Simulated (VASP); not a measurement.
# Na3BrO (Pm-3m): formation energy of the defect Br_i (6-fold void), part 8 of 9

How easily does the defect Br_i (6-fold void) form in Na3BrO (Pm-3m)? The host is relaxed first, then a supercell is run with and without the defect. The start is a computed cell from the Materials Project.

VASP 6.6.1, plane waves and PAW; the level of theory is named at each step.

So far. Step 7 (The defect cell, charge -1): The run ended after 24 ionic steps, 7.514 eV below its first step, once the forces on the free atoms met EDIFFG = -0.03. Step 7 (The defect cell, charge -1): After the relaxation Br lies 0.04 Å from the centre of its site, and its nearest atoms are 4 Na at 2.57 to 2.59 Å.

## 8. One level near or in the gap

Level of this step: PBEsol; plane waves and PAW (Na, Br, O) (VASP).

Band 100 lies 0.49 eV above the host's valence-band top and is filled at this k-point; by the alignment of the summary it is the level farthest from both edges.

Input file INCAR:

```
SYSTEM = Na36Br13O12
PREC = Normal
ENCUT = 400
EDIFF = 1E-05
NELM = 120
ISMEAR = 0
SIGMA = 0.05
LREAL = Auto
ALGO = Fast
GGA = PS
NELECT = 200
LWAVE = .FALSE.
LCHARG = .FALSE.
ISYM = 0
ISTART = 1
LPARD = .TRUE.
IBAND = 100
KPUSE = 1
LSEPB = .FALSE.
LSEPK = .FALSE.
NBANDS = 131
```

Input file POSCAR:

```
Na36Br13O12
1.0
    9.0194521558      4.5097260779      0.0000000000
   -9.0194521558      9.0194521558      0.0000000000
    0.0000000000      0.0000000000      9.0194521558
Na Br O
36 13 12
Direct
    0.1641376196      0.1620268186      0.2562274457
    0.5014969209      0.0036236788      0.2572033400
    0.8435232533      0.3416595780      0.2361808430
    0.1792060641      0.4094332217      0.2546776347
    0.4956523770      0.2481051180      0.2538869164
    0.8326703963      0.0840130109      0.2551777740
    0.0060553472      0.2385410626      0.0000325326
    0.3332600850      0.0833541503      0.9999590609
    0.6446468497      0.3922051051      0.9996728284
    0.1640929175      0.1620079946      0.7437224682
    0.5015106647      0.0035901468      0.7426559752
    0.8437491840      0.3419768526      0.7633745570
    0.1793778312      0.4094008310      0.7456806940
    0.4957808183      0.2480625229      0.7455171868
    0.8325312598      0.0839405802      0.7447847211
    0.9936663517      0.2491120475      0.4999570526
    0.3327719708      0.0832275714      0.4998428732
    0.6534767988      0.3984623537      0.4997117063
    0.1535480468      0.6549791178      0.2395129273
    0.5128799931      0.5108003425      0.2407037652
    0.8234450127      0.8266471182      0.2370895242
    0.1707441672      0.9182946529      0.2533072589
    0.4882792105      0.7570370805      0.2539700661
    0.8326547964      0.5839630327      0.2857612006
    0.0201292123      0.7739413460      0.9991643498
    0.3340720693      0.5837272296      0.0000024134
    0.6603642094      0.9279049031      0.0000368789
    0.1536150562      0.6550176407      0.7596820908
    0.5132465794      0.5110995083      0.7591665664
    0.8233578709      0.8263112547      0.7622909293
    0.1708566863      0.9183836901      0.7455639495
    0.4880881442      0.7569400135      0.7463717340
    0.8330449921      0.5838206725      0.7106708367
    0.0132326056      0.7677624712      0.4991308766
    0.3331722889      0.5836679525      0.4999885623
    0.6731973308      0.9172507783      0.4999251135
    0.0000231311      0.0011726679      0.9997894822
    0.3424834034      0.3232555820      0.9998162456
    0.6663941843      0.1652427380      0.9999783666
    0.0027327506      0.0031956473      0.4998301395
    0.3274757249      0.3269563665      0.4997056919
    0.6629185937      0.1624523382      0.4999057860
    0.0614349810      0.4613106788      0.0002071226
    0.3242686785      0.8427904593      0.9996082104
    0.6090754870      0.7045368549      0.0003437375
    0.9998334867      0.4972769183      0.4995166520
    0.3386357276      0.8391688898      0.4998091438
    0.6662623919      0.6696118162      0.4994212297
    0.8353019872      0.5815816524      0.9981180408
    0.0003668611      0.2456461185      0.2529764567
    0.3330130034      0.0830612023      0.2510775411
    0.6609058666      0.4097425686      0.2576591571
    0.0003492892      0.2457558947      0.7469235850
    0.3330926486      0.0831624572      0.7485980515
    0.6610221300      0.4096762802      0.7410948144
    0.0049733406      0.7568051868      0.2572600335
    0.3336813557      0.5834001633      0.2550078199
    0.6660630647      0.9212740985      0.2529686435
    0.0051392493      0.7569076312      0.7411000137
    0.3338511680      0.5834006466      0.7451087249
    0.6660412728      0.9211265527      0.7469478768
```

Input file KPOINTS:

```
Automatic mesh
0
Gamma
1 1 1
0 0 0
```

Potentials, in the order of the species: Na, Br and O (PBE family, release 64).

The run starts from files that an earlier step left in the folder.

Started as:

```sh
$ mpirun -np 4 vasp_gam
```

Output:

```text
[banner, memory and clock lines left out]
running    4 mpi-ranks, on    1 nodes
 distrk:  each k-point on    4 cores,    1 groups
 distr:  one band on    1 cores,    4 groups

 POSCAR found type information on POSCAR NaBrO
 POSCAR found :  3 types and      61 ions
|                                                                             |
|               ----> ADVICE to this user running VASP <----                  |
|                                                                             |
|     You enforced a specific xc type in the INCAR file but a different       |
|     [... a line on the potential file left out ...]
|     I HOPE YOU KNOW WHAT YOU ARE DOING!                                     |
|                                                                             |

 LDA part: xc-table for (Slater+PW92), standard interpolation
|                                                                             |
|           W    W    AA    RRRRR   N    N  II  N    N   GGGG   !!!           |
|           W    W   A  A   R    R  NN   N  II  NN   N  G    G  !!!           |
|           W    W  A    A  R    R  N N  N  II  N N  N  G       !!!           |
|           W WW W  AAAAAA  RRRRR   N  N N  II  N  N N  G  GGG   !            |
|           WW  WW  A    A  R   R   N   NN  II  N   NN  G    G                |
|           W    W  A    A  R    R  N    N  II  N    N   GGGG   !!!           |
|                                                                             |
|     The number of bands has been changed from the values supplied in        |
|     The orbitals not found in the WAVECAR file will be initialized with     |
|     random numbers, which is usually adequate. For correlated               |
|     calculations, however, you should redo the groundstate calculation.     |
|     I found NBANDS = 131. Now, NBANDS = 132.                                |
|                                                                             |

 found WAVECAR, reading the header
  number of bands has changed, file:   131 present:   132
  trying to continue reading WAVECAR, but it might fail
 POSCAR, INCAR and KPOINTS ok, starting setup
 FFT: planning ... GRIDC
 FFT: planning ... GRID_SOFT
 FFT: planning ... GRID
 reading WAVECAR
 random initialization beyond band          131
 the WAVECAR file was read successfully
Calculating partial charge density.
NBMOD not found, set to   1
Use   1 KPOINTS:           1

*****************************************************
* Parameters from pardens
*****************************************************

NBMOD is set to   1
Selected bands:   100
Selected all k-points to calculate charge density.
k-point no.    1; bands inside the range    1
 100
Finished calculating partial charge density.
VASP will stop now.
```

Wall time 7.2 s (4 MPI ranks of AMD EPYC 7R43, shared host); 25 s of CPU time.

OUTCAR, selected parts (step 8):

```text
NELECT = 200

 ion  position               nearest neighbor table
   1  0.164  0.162  0.256-  50 2.23  51 2.24  40 3.08   4 3.11  41 3.13  22 3.13  17 3.13   7 3.13
                             6 3.17   5 3.17  37 3.19  16 3.20   8 3.22  38 3.24
   2  0.501  0.004  0.257-  58 2.23  51 2.24  42 3.08  23 3.11  47 3.12  17 3.13   5 3.14  27 3.14
                            22 3.16   6 3.17  36 3.20  39 3.20   8 3.22  44 3.24
   3  0.844  0.342  0.236-  52 2.28  50 2.29  43 3.09   9 3.13  24 3.16  46 3.18  39 3.20   7 3.21
                             4 3.22  16 3.24   6 3.26  18 3.27   5 3.33  42 3.40
   4  0.179  0.409  0.255-  57 2.27  50 2.29  43 2.76  41 3.04   1 3.11  35 3.17  16 3.19  20 3.20
                            38 3.22   3 3.22  19 3.23  26 3.23   7 3.27  46 3.27
   5  0.496  0.248  0.254-  52 2.20  51 2.22   9 3.02  18 3.03  38 3.08   2 3.14  17 3.14  41 3.14
                             1 3.17  42 3.18   8 3.19  39 3.24  20 3.30   3 3.33
   6  0.833  0.084  0.255-  50 2.21  58 2.22  16 3.13  36 3.13  42 3.14  40 3.16   2 3.17   7 3.17
                             1 3.17  27 3.18  39 3.21  37 3.22   3 3.26  21 3.26
   7  0.006  0.239  0.000-  50 2.28  53 2.29  43 2.72  37 3.01   1 3.13  10 3.13   6 3.17  15 3.17
                             3 3.21  12 3.22  38 3.22  39 3.25  13 3.26   4 3.27
   8  0.333  0.083  1.000-  51 2.26  54 2.27  38 3.03  44 3.04  39 3.19  22 3.19  37 3.19   5 3.19
                            14 3.19  31 3.19  10 3.22   1 3.22   2 3.22  11 3.22   9 4.19  25 4.20
   9  0.645  0.392  1.000-  52 2.34  55 2.34  49 2.57  38 2.89  39 2.97  14 3.02   5 3.02  12 3.13
                             3 3.13  29 3.17  20 3.17  24 3.65  33 3.67   8 4.19
  10  0.164  0.162  0.744-  53 2.23  54 2.24  40 3.08  13 3.11  41 3.13  31 3.13   7 3.13  17 3.13
                            15 3.17  14 3.17  37 3.18  16 3.20   8 3.22  38 3.23
  11  0.502  0.004  0.743-  61 2.23  54 2.24  42 3.08  32 3.11  47 3.12  17 3.13  14 3.14  27 3.14
                            31 3.16  15 3.17  36 3.20  39 3.20   8 3.22  44 3.23
  12  0.844  0.342  0.763-  55 2.28  53 2.29  43 3.10   9 3.13  33 3.16  46 3.18  39 3.21   7 3.22
                            13 3.22  16 3.24  15 3.26  18 3.28  14 3.33  42 3.40
  13  0.179  0.409  0.746-  60 2.27  53 2.29  43 2.76  41 3.04  10 3.11  35 3.17  16 3.19  29 3.20
[...]
14 3.18   5 3.18   3 3.40  12 3.40
  43  0.061  0.461  0.000-  26 2.70   7 2.72   4 2.76  13 2.76   3 3.09  12 3.10  19 3.19  28 3.20

   k-points           NKPTS =      1   k-points in BZ     NKDIM =      1   number of bands    NBANDS=    132

[... 4 parts as in an earlier step ...]

[... 1 further part left out ...]
```

Partial charge density in the ac plane at fractional y = 0.582, through the centre, with atoms of Na and Br and O within 0.45 Å of it. It is the smooth field of the valence electrons, not physical close to the nuclei.

Values in units of 1e-2 Å⁻³, 13 rows by 16 columns, each cell a mean:
```
 0.0  0.0  0.0  0.0  0.0  0.0  0.0  0.0  0.0  0.0  0.0  0.3  3.1  6.7  4.1  0.4
 0.0  0.0  0.0  0.0  0.0  0.0  0.0  0.0  0.0  0.0  0.0  0.2  1.8  4.5  2.5  0.3
-0.1  0.0  0.0  0.0  0.0  0.0  0.0  0.0  0.0  0.0  0.0  0.1  0.1  0.4  0.2  0.1
 0.0  0.0  0.0  0.0  0.0  0.0  0.0  0.0  0.0  0.0 -0.1  0.0  0.0  0.0  0.0  0.0
 0.0  0.0  0.0  0.0  0.0  0.0  0.0  0.0  0.0  0.0  0.0  0.0  0.0  0.0  0.0  0.0
 0.0  0.0  0.0  0.0  0.0  0.0  0.0  0.0  0.0  0.0  0.0  0.0  0.0  0.0  0.0  0.0
 0.0  0.0  0.0  0.0  0.0  0.0  0.0  0.0  0.0  0.0  0.0  0.0  0.0  0.0  0.0  0.0
 0.0  0.0  0.0  0.0  0.0  0.0  0.0  0.0  0.0  0.0  0.0  0.0  0.0  0.0  0.0  0.0
 0.0  0.0  0.0  0.0  0.0  0.0  0.0  0.0  0.0  0.0  0.0  0.0  0.0  0.0  0.0  0.0
 0.0  0.0  0.0  0.0  0.0  0.0  0.0  0.0  0.0  0.0  0.0  0.1  0.0  0.0  0.0  0.1
 0.0  0.0  0.0  0.0  0.0  0.0  0.0  0.0  0.0  0.0  0.0  0.1  0.5  1.1  0.6  0.1
 0.0  0.0  0.0  0.0  0.0  0.0  0.0  0.0  0.0  0.0  0.0  0.3  2.9  7.4  4.0  0.5
 0.0  0.0  0.0  0.0  0.0  0.0  0.0  0.0  0.0  0.0  0.0  0.1  1.6  1.6  2.0  0.2
```
Columns run along a (10.1 Å), rows up along c (9.0 Å). Atoms in or near the plane, at fractional coordinates: Na at (0.83, 0.29), Na at (0.33, 0.00), Na at (0.83, 0.71), Na at (0.33, 0.50), Br at (0.84, 0.00), O at (0.33, 0.26), O at (0.33, 0.75).

## 9. Relaxing the defect, charge 1

This cell carries charge +1, set by NELECT and balanced by a uniform background.

Input file INCAR:

```
SYSTEM = Na36Br13O12
PREC = Normal
ENCUT = 400
EDIFF = 1E-05
NELM = 120
ISMEAR = 0
SIGMA = 0.05
LREAL = Auto
ALGO = Fast
GGA = PS
NELECT = 198
LORBIT = 11
LWAVE = True
LCHARG = .FALSE.
NCORE = 4
IBRION = 2
NSW = 50
ISIF = 2
EDIFFG = -0.03
POTIM = 0.4
MAXMIX = 40
ISYM = 0
```

Input file POSCAR:

```
Na36Br13O12
1.0
    9.0194521558      4.5097260779      0.0000000000
   -9.0194521558      9.0194521558      0.0000000000
    0.0000000000      0.0000000000      9.0194521558
Na Br O
36 13 12
Direct
    0.1666666700      0.1666666700      0.2500000000
    0.5000000000      0.0000000000      0.2500000000
    0.8333333300      0.3333333300      0.2500000000
    0.1666666700      0.4166666700      0.2500000000
    0.5000000000      0.2500000000      0.2500000000
    0.8333333300      0.0833333300      0.2500000000
    0.0000000000      0.2500000000      0.0000000000
    0.3333333300      0.0833333300      0.0000000000
    0.6661620300      0.4195239600      0.0068408900
    0.1666666700      0.1666666700      0.7500000000
    0.5000000000      0.0000000000      0.7500000000
    0.8333333300      0.3333333300      0.7500000000
    0.1666666700      0.4166666700      0.7500000000
    0.5000000000      0.2500000000      0.7500000000
    0.8333333300      0.0833333300      0.7500000000
    0.0000000000      0.2500000000      0.5000000000
    0.3333333300      0.0833333300      0.5000000000
    0.6666666700      0.4166666700      0.5000000000
    0.1666666700      0.6666666700      0.2500000000
    0.5000000000      0.5000000000      0.2500000000
    0.8333333300      0.8333333300      0.2500000000
    0.1666666700      0.9166666700      0.2500000000
    0.5000000000      0.7500000000      0.2500000000
    0.8394889600      0.5813155000      0.2484821700
    0.0018280900      0.7456027600      0.0032213000
    0.3333333300      0.5833333300      0.0000000000
    0.6666666700      0.9166666700      0.0000000000
    0.1666666700      0.6666666700      0.7500000000
    0.5000000000      0.5000000000      0.7500000000
    0.8333333300      0.8333333300      0.7500000000
    0.1666666700      0.9166666700      0.7500000000
    0.5000000000      0.7500000000      0.7500000000
    0.8311912100      0.5858311300      0.7470462900
    0.0000000000      0.7500000000      0.5000000000
    0.3333333300      0.5833333300      0.5000000000
    0.6666666700      0.9166666700      0.5000000000
    0.0000000000      0.0000000000      0.0000000000
    0.3333333300      0.3333333300      0.0000000000
    0.6666666700      0.1666666700      0.0000000000
    0.0000000000      0.0000000000      0.5000000000
    0.3333333300      0.3333333300      0.5000000000
    0.6666666700      0.1666666700      0.5000000000
    0.0054189000      0.4998362300      0.0001523600
    0.3333333300      0.8333333300      0.0000000000
    0.6700434800      0.6676327700      0.9977789500
    0.0000000000      0.5000000000      0.5000000000
    0.3333333300      0.8333333300      0.5000000000
    0.6666666700      0.6666666700      0.5000000000
    0.8326753900      0.5799911000      0.9970567900
    0.0000000000      0.2500000000      0.2500000000
    0.3333333300      0.0833333300      0.2500000000
    0.6625787800      0.4151215000      0.2481264300
    0.0000000000      0.2500000000      0.7500000000
    0.3333333300      0.0833333300      0.7500000000
    0.6695920600      0.4189599400      0.7472190600
    0.9976019900      0.7494292800      0.2455119800
    0.3333333300      0.5833333300      0.2500000000
    0.6666666700      0.9166666700      0.2500000000
    0.0014559600      0.7504234600      0.7470571200
    0.3333333300      0.5833333300      0.7500000000
    0.6666666700      0.9166666700      0.7500000000
```

KPOINTS is that of step 8.

Started as:

```sh
$ mpirun -np 4 vasp_gam
```

Output:

```text
[... set-up lines as in an earlier step ...]
 entering main loop
       N       E                     dE             d eps       ncg     rms          rms(c)
DAV:   1     0.197743063241E+04    0.19774E+04   -0.68888E+04   260   0.106E+03
DAV:   2     0.142142812724E+03   -0.18353E+04   -0.17389E+04   400   0.247E+02
DAV:   3    -0.259311083998E+03   -0.40145E+03   -0.39915E+03   392   0.132E+02
DAV:   4    -0.272339920845E+03   -0.13029E+02   -0.12992E+02   312   0.259E+01
DAV:   5    -0.272722936628E+03   -0.38302E+00   -0.38287E+00   384   0.494E+00BRMIX: very serious problems
 the old and the new charge density differ
 old charge density:   199.00000 new  197.99999
    0.379E+01
RMM:   6    -0.218648389823E+03    0.54075E+02   -0.20187E+02   260   0.240E+01    0.179E+01
RMM:   7    -0.219327726394E+03   -0.67934E+00   -0.42857E+01   301   0.739E+00    0.137E+01
RMM:   8    -0.218710378257E+03    0.61735E+00   -0.17046E+01   262   0.899E+00    0.619E+00
RMM:   9    -0.216982728220E+03    0.17277E+01   -0.25054E+00   262   0.335E+00    0.248E+00
[...]
1 F= -.21711964E+03 E0= -.21711964E+03  d E =-.217120E+03
[... from here on, the cycles between the ionic steps are left out ...]
   2 F= -.21958379E+03 E0= -.21958375E+03  d E =-.246415E+01
   3 F= -.22044572E+03 E0= -.22043647E+03  d E =-.332608E+01
   5 F= -.22067565E+03 E0= -.22065674E+03  d E =-.355601E+01
   7 F= -.22080408E+03 E0= -.22078274E+03  d E =-.124986E+00
   9 F= -.22099956E+03 E0= -.22097081E+03  d E =-.697268E-01
  11 F= -.22111425E+03 E0= -.22107592E+03  d E =-.414438E-01
  13 F= -.22114796E+03 E0= -.22110724E+03  d E =-.248714E-01
  15 F= -.22116272E+03 E0= -.22112090E+03  d E =-.396294E-01
  17 F= -.22118775E+03 E0= -.22114537E+03  d E =-.250249E-01
  19 F= -.22120715E+03 E0= -.22116470E+03  d E =-.119361E-01
  21 F= -.22121888E+03 E0= -.22117637E+03  d E =-.799841E-02
  23 F= -.22122727E+03 E0= -.22118462E+03  d E =-.560862E-02
  25 F= -.22123090E+03 E0= -.22118809E+03  d E =-.313335E-02
  26 F= -.22123102E+03 E0= -.22118820E+03  d E =-.325254E-02
  27 F= -.22123250E+03 E0= -.22118979E+03  d E =-.148742E-02
 trial-energy change:   -0.001487  1 .order   -0.001461   -0.002697   -0.000225
 step:   4.3747(harm=  4.3747)  dis= 0.00613  next Energy=  -221.232487 (dE=-0.147E-02)
 reached required accuracy - stopping structural energy minimisation
 writing wavefunctions
```

Run time: 8.8 min. Hardware: 4 MPI ranks; peak memory 0.81 GiB; 35 min of CPU time.

(Part 8 of 9 ends here.)

[Lines on the potential files, build, host, timing and source positions are cut from VASP's logs without a mark.]

[Logs are printed without paths, hosts, clocks, repeated set-up lines and the standing remarks that a program may print on its own settings, such as how far it seeks lower states.]

[Hosts, paths, dates, database ids (printed as entryN), source tags and the programs' standing remarks are cut or masked in the printed files.]

[In band tables of VASP the shares of atoms and orbitals are scaled to a sum of 1 inside the atoms' spheres.]

[Runs that stopped without an error message from VASP are left out.]
